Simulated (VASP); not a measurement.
Here is the system:

```
SrTiO3
1.0
    3.91499     0.00000     0.00000
    0.00000     3.91499     0.00000
    0.00000     0.00000     3.91499
Sr Ti O
1 1 3
Direct
  0.00000   0.00000   0.00000
  0.50000   0.50000   0.50000
  0.50000   0.00000   0.50000
  0.00000   0.50000   0.50000
  0.50000   0.50000   0.00000
```

Level of theory: optB86b-vdW, VASP's PBE PAW potentials (set 64) (plane waves; VASP). Numerical set-up: 520 eV cut-off, 6×6×6 Γ-centred mesh, tetrahedra with Blöchl corrections, potentials Sr_sv Ti_sv O.

The cores are frozen, which limits the accuracy of field gradients.

Give the principal components of the electric field gradient (V/Å²) and the asymmetry η at each nucleus.

```csv
atom,Vxx,Vyy,Vzz,η
Sr1,0.0,0.0,0.0,-
Ti2,0.0,0.0,0.0,-
O3,-5.2,-5.2,10.4,0.00
O4,-5.2,-5.2,10.4,0.00
O5,-5.2,-5.2,10.4,0.00
```

The compound is SrTiO3 in the cubic perovskite structure, the ideal cubic form; the compound distorts at low or room temperature. It was relaxed first.
